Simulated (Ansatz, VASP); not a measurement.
# Si2Ni in two plane-wave programs

One calculation is typed for both programs; each brings its own data sets and cutoff. How far apart do they land?

Method: plane waves, with VASP 6.6.1 beside it; relaxation of cell and atoms at PBE, in Ansatz 0.2.0.

The database entry behind the starting cell differs from later determinations by our own check (0.1 to 0.3 % short, probably kX units), so it need not match the best structure at ambient conditions.

## 1. The structure

The structure is cubic, space group Fm-3m (No. 225). Conventional cell: a = 5.443 Å, b = 5.443 Å, c = 5.443 Å, α = 90.00°, β = 90.00°, γ = 90.00°. Si has 4 Ni at 2.36 Å nearest. Ni has 8 Si at 2.36 Å nearest. Farther neighbours are not listed.

As a file:

```cif
data_structure
_symmetry_space_group_name_H-M 'P 1'
_symmetry_Int_Tables_number 1
_cell_length_a 3.8486
_cell_length_b 3.8486
_cell_length_c 3.8486
_cell_angle_alpha 60.000
_cell_angle_beta 60.000
_cell_angle_gamma 60.000
_cell_volume 40.31
loop_
_atom_site_label
_atom_site_type_symbol
_atom_site_fract_x
_atom_site_fract_y
_atom_site_fract_z
_atom_site_occupancy
Si1 Si 0.25000 0.25000 0.25000 1
Si2 Si 0.75000 0.75000 0.75000 1
Ni3 Ni 0.00000 0.00000 0.00000 1
```

## 2. VASP: relaxation of cell and atoms, PBE

The relaxed volume is the usual yardstick between codes: its relative difference is about their pressure difference at one cell divided by the bulk modulus.

Lines of VASP's logs that name or quote its potential files are left out, and so is its time.

INCAR reads:

```
SYSTEM = Si2Ni
PREC = Accurate
ENCUT = 450
EDIFF = 1E-07
NELM = 120
ISMEAR = 1
SIGMA = 0.1
LREAL = .FALSE.
ALGO = Normal
GGA = PE
NBANDS = 17
ISPIN = 2
MAGMOM = 0 0 1
LASPH = .TRUE.
LMAXMIX = 4
LORBIT = 11
LWAVE = .FALSE.
LCHARG = .FALSE.
KPAR = 2
IBRION = 2
NSW = 40
ISIF = 3
EDIFFG = -0.01
POTIM = 0.4
```

POSCAR reads:

```
Si2Ni
1.0
    0.0000000000      2.7213459177      2.7213459177
    2.7213459177      0.0000000000      2.7213459177
    2.7213459177      2.7213459177      0.0000000000
Si Ni
2 1
Direct
    0.2500000000      0.2500000000      0.2500000000
    0.7500000000      0.7500000000      0.7500000000
    0.0000000000      0.0000000000      0.0000000000
```

KPOINTS reads:

```
Automatic mesh
0
Gamma
11 11 11
0 0 0
```

Potentials, in the order of the species: Si and Ni (PBE family, release 64).

On the command line:

```
mpirun -np 2 vasp_std
```

Numbers of over 12 decimals in the logs are rounded to 6 here.

What it wrote:

```text
[banner, memory and clock lines left out]
running    2 mpi-ranks, on    1 nodes
 distrk:  each k-point on    1 cores,    2 groups
 distr:  one band on    1 cores,    1 groups

 POSCAR found type information on POSCAR SiNi
 POSCAR found :  2 types and       3 ions
 LDA part: xc-table for (Slater+PW92), standard interpolation
 POSCAR, INCAR and KPOINTS ok, starting setup
 FFT: planning ... GRIDC
 FFT: planning ... GRID_SOFT
 FFT: planning ... GRID
 WAVECAR not read
 entering main loop
       N       E                     dE             d eps       ncg     rms          rms(c)
DAV:   1     0.624830563754E+02    0.62483E+02   -0.66800E+03  3848   0.925E+02
DAV:   2    -0.158478239223E+02   -0.78331E+02   -0.70739E+02  4113   0.194E+02
DAV:   3    -0.192035382566E+02   -0.33557E+01   -0.32828E+01  4924   0.446E+01
DAV:   4    -0.192581853344E+02   -0.54647E-01   -0.54543E-01  4495   0.528E+00
DAV:   5    -0.192594450601E+02   -0.12597E-02   -0.12596E-02  4787   0.872E-01    0.169E+01
DAV:   6    -0.243138008735E+02   -0.50544E+01   -0.37908E+01  3985   0.140E+02    0.252E+01
DAV:   7    -0.175077762456E+02    0.68060E+01   -0.11646E+01  4820   0.865E+01    0.373E+00
DAV:   8    -0.174097175523E+02    0.98059E-01   -0.15190E+00  5120   0.191E+01    0.265E+00
DAV:   9    -0.173700568213E+02    0.39661E-01   -0.24578E-01  4543   0.862E+00    0.653E-01
DAV:  10    -0.173677654017E+02    0.22914E-02   -0.92541E-03  5482   0.170E+00    0.328E-01
DAV:  11    -0.173677847398E+02   -0.19338E-04   -0.15357E-03  5080   0.594E-01    0.156E-01
DAV:  12    -0.173677871973E+02   -0.24575E-05   -0.17878E-04  5094   0.189E-01    0.445E-02
DAV:  13    -0.173677998227E+02   -0.12625E-04   -0.15067E-05  4234   0.299E-02    0.184E-02
DAV:  14    -0.173678026820E+02   -0.28593E-05   -0.58798E-06  4315   0.381E-02    0.907E-03
DAV:  15    -0.173678027473E+02   -0.65297E-07   -0.15862E-06  4275   0.142E-02    0.432E-03
DAV:  16    -0.173678027335E+02    0.13793E-07   -0.13773E-07  3451   0.571E-03
   1 F= -.17367803E+02 E0= -.17367565E+02  d E =-.173678E+02  mag=     0.0000
 curvature:   0.00 expect dE= 0.000E+00 dE for cont linesearch  0.000E+00
 trial: gam= 0.00000 g(F)=  0.199E-46 g(S)=  0.265E-05 ort = 0.000E+00 (trialstep = 0.100E+01)
 search vector abs. value=  0.265E-05
 reached required accuracy - stopping structural energy minimisation
```

From OUTCAR (step 2):

```text
ion  position               nearest neighbor table
   1  0.250  0.250  0.250-   3 2.36   3 2.36   3 2.36   3 2.36   2 2.72   2 2.72   2 2.72   2 2.72
                             2 2.72   2 2.72
   2  0.750  0.750  0.750-   3 2.36   3 2.36   3 2.36   3 2.36   1 2.72   1 2.72   1 2.72   1 2.72
                             1 2.72   1 2.72
   3  0.000  0.000  0.000-   1 2.36   2 2.36   2 2.36   2 2.36   2 2.36   1 2.36   1 2.36   1 2.36

  LATTYP: Found a face centered cubic cell.
 ALAT       =     5.4426918354

 Subroutine GETGRP returns: Found 48 space group operations
 (whereof 48 operations were pure point group operations)

The static configuration has the point symmetry O_h .

 Found     56 irreducible k-points:

   k-points           NKPTS =     56   k-points in BZ     NKDIM =     56   number of bands    NBANDS=     17

   dimension x,y,z NGX =    28 NGY =   28 NGZ =   28
   dimension x,y,z NGXF=    56 NGYF=   56 NGZF=   56

   ENCUT  =  450.0 eV  33.07 Ry    5.75 a.u.   6.66  6.66  6.66*2*pi/ulx,y,z

   NELECT =      18.0000    total number of electrons

 k-points in reciprocal lattice and weights: Automatic mesh
   0.00000000  0.00000000  0.00000000       0.001
   0.09090909  0.00000000  0.00000000       0.006
   0.18181818  0.00000000  0.00000000       0.006
   0.27272727  0.00000000  0.00000000       0.006
   0.36363636  0.00000000  0.00000000       0.006
   0.45454545  0.00000000  0.00000000       0.006
   0.09090909  0.09090909  0.00000000       0.005
   0.18181818  0.09090909  0.00000000       0.018
   0.27272727  0.09090909  0.00000000       0.018
[...]
-0.36363636  0.45454545  0.18181818       0.018
  -0.27272727  0.45454545  0.18181818       0.018

 average (electrostatic) potential at core
       1 -80.1739       2 -80.1739       3 -82.5406

 E-fermi :  10.1207

 spin component 1
 k-point     1 :       0.0000    0.0000    0.0000
  band No.  band energies     occupation
    ...
      3       5.0836      1.00000
      4       5.0836      1.00000
      5       6.7532      1.00000
      6       6.7532      1.00000
      7       9.6966      1.00000
      8      11.8261     -0.00000
      9      11.8261     -0.00000
     10      11.8261     -0.00000
     11      12.4734      0.00000
     12      12.4734      0.00000
    ...

 k-point     2 :       0.0909    0.0000    0.0000
  band No.  band energies     occupation
    ...
      3       5.1220      1.00000
      4       5.1220      1.00000
      5       6.7310      1.00000
      6       6.7310      1.00000
      7       9.5578      1.00000
      8      10.8151     -0.00000
      9      11.2955     -0.00000
     10      11.2955     -0.00000
     11      12.9856      0.00000
     12      12.9856      0.00000
    ...

 k-point     3 :       0.1818    0.0000    0.0000
  band No.  band energies     occupation
    ...
      3       5.2253      1.00000
      4       5.2253      1.00000
      5       6.6871      1.00000
      6       6.6871      1.00000
      7       8.5587      1.00000
      8      10.5844     -0.00000
      9      10.5844     -0.00000
     10      10.8204     -0.00000
     11      12.9757      0.00000
     12      12.9757      0.00000
    ...

 k-point     4 :       0.2727    0.0000    0.0000
  band No.  band energies     occupation
    ...
      5       6.6810      1.00000
      6       6.6810      1.00000
      7       7.5393      1.00000
      8       9.8838      1.00204
      9       9.8838      1.00204
     10      11.2616     -0.00000
     11      12.4799      0.00000
     12      12.4799      0.00000
     13      13.4207      0.00000
     14      15.9353      0.00000
    ...

 k-point     5 :       0.3636    0.0000    0.0000
  band No.  band energies     occupation
    ...
      5       6.7697      1.00000
      6       6.7697      1.00000
      7       6.8849      1.00000
      8       9.2487      1.00000
      9       9.2487      1.00000
     10      11.6502     -0.00000
     11      12.1315      0.00000
     12      12.1315      0.00000
     13      12.9583      0.00000
     14      17.4076      0.00000
    ...

 k-point     6 :       0.4545    0.0000    0.0000
  band No.  band energies     occupation
    ...
      5       6.5781      1.00000
      6       6.9049      1.00000
      7       6.9049      1.00000
      8       8.8244      1.00000
      9       8.8244      1.00000
     10      11.8790     -0.00000
     11      11.9684     -0.00000
     12      11.9684     -0.00000
     13      12.6857      0.00000
     14      18.9218      0.00000
    ...

  Total       -0.0082887     -0.0082887     -0.0082887     -0.0000000      0.0000000     -0.0000000
  in kB       -0.3294701     -0.3294701     -0.3294701     -0.0000000      0.0000000     -0.0000000
  external PRESSURE =      -0.3294701 kB  Pullay stress =       0.0000000 kB

  energy-cutoff  :      450.00
  volume of cell :       40.31
      direct lattice vectors                 reciprocal lattice vectors
     0.000000000  2.721345918  2.721345918    -0.183732614  0.183732614  0.183732614
     2.721345918  0.000000000  2.721345918     0.183732614 -0.183732614  0.183732614
     2.721345918  2.721345918  0.000000000     0.183732614  0.183732614 -0.183732614

 POSITION                                       TOTAL-FORCE (eV/Angst)
 -----------------------------------------------------------------------------------
      1.36067      1.36067      1.36067         0.000000      0.000000      0.000000
      4.08202      4.08202      4.08202        -0.000000     -0.000000     -0.000000
      0.00000      0.00000      0.00000         0.000000      0.000000     -0.000000
 -----------------------------------------------------------------------------------
    total drift:                               -0.000000     -0.000000      0.000000

  FREE ENERGIE OF THE ION-ELECTRON SYSTEM (eV)
  ---------------------------------------------------
  free  energy   TOTEN  =       -17.3678027335 eV

  energy  without entropy=      -17.3670909790  energy(sigma->0) =      -17.36756548

 reached required accuracy - stopping structural energy minimisation

 total charge
# of ion       s       p       d       tot
------------------------------------------
    1        0.743   0.832   0.000   1.575
    2        0.743   0.832   0.000   1.575
    3        0.549   0.772   8.436   9.757
--------------------------------------------------
tot          2.034   2.435   8.436  12.906

 magnetization (x)
# of ion       s       p       d       tot
------------------------------------------
    1        0.000  -0.000   0.000  -0.000
    2        0.000  -0.000   0.000  -0.000
    3        0.000   0.000   0.000   0.000
--------------------------------------------------
tot          0.000  -0.000   0.000   0.000

[... 3 further parts left out ...]
```

(Part 1 of 2 ends here.)

[Lines on the potential files, build, host, timing and source positions are cut from VASP's logs without a mark.]

[Logs are printed without paths, hosts, clocks, repeated set-up lines and the standing remarks that a program may print on its own settings, such as how far it seeks lower states.]

[Hosts, paths, dates, database ids (printed as entryN), source tags and the programs' standing remarks are cut or masked in the printed files.]
